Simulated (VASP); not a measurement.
Write the native input for VASP 6.6.1 that does the following.

- Task: single point
- Functional: PBE
- Potentials or basis: VASP PAW PBE potentials, release 64 (Mg, B, Cl)
- Cutoff: 520 eV
- k mesh: 8 × 8 × 6
- Occupations: gaussian, width 0.1 eV
- Spin: no spin polarisation
- Dipole correction: no
- Further INCAR settings: ALGO = Fast; EDIFF = 1e-06; NBANDS = 29

The structure of MgBCl5 lies in POSCAR:

```
MgBCl5
1.0
    4.6006988850      0.0000000000      0.0000000000
    0.0000000000      4.6006988850      0.0000000000
    0.0000000000      0.0000000000      7.0040843013
Mg B Cl
1 1 5
Direct
    0.0000000000      0.0000000000      0.0000000000
    0.5000000000      0.5000000000      0.5000000000
    0.5000000000      0.0000000000      0.7959117218
    0.5000000000      0.0000000000      0.2040882782
    0.0000000000      0.5000000000      0.7959117218
    0.0000000000      0.5000000000      0.2040882782
    0.0000000000      0.0000000000      0.5000000000
```

The cell was built by a generator and needn't be a form met in nature.

These files were run (other wordings do the same):

INCAR

```
  PREC = Accurate
  ENCUT = 520
  EDIFF = 1E-6
  ISMEAR = 0
  SIGMA = 0.1
  LREAL = F
  LASPH = T
  NELM = 100
  ALGO = Fast
  ISIF = 2
  LWAVE = F
  LCHARG = F
  GGA = PE
  NBANDS = 29
```

KPOINTS

```
Automatic mesh
0
Gamma
  8 8 6
```

Potentials or basis: VASP PAW PBE potentials, release 64 (Mg, B, Cl).

Command:

```console
$ cat potpaw_PBE.64/Mg/POTCAR potpaw_PBE.64/B/POTCAR potpaw_PBE.64/Cl/POTCAR > POTCAR
$ mpirun -np 1 vasp_std > vasp.out
```

Results of the run:

```
Pressure               : -0.2 GPa
Largest force          : 0.012 eV/Å
Band gap on the k mesh : none (metal or under the smearing width)
```

Wall time 2.1 min on 1 thread of Intel(R) Xeon(R) Platinum 8488C (Sapphire Rapids) (shared host), peak memory 0.38 GiB.
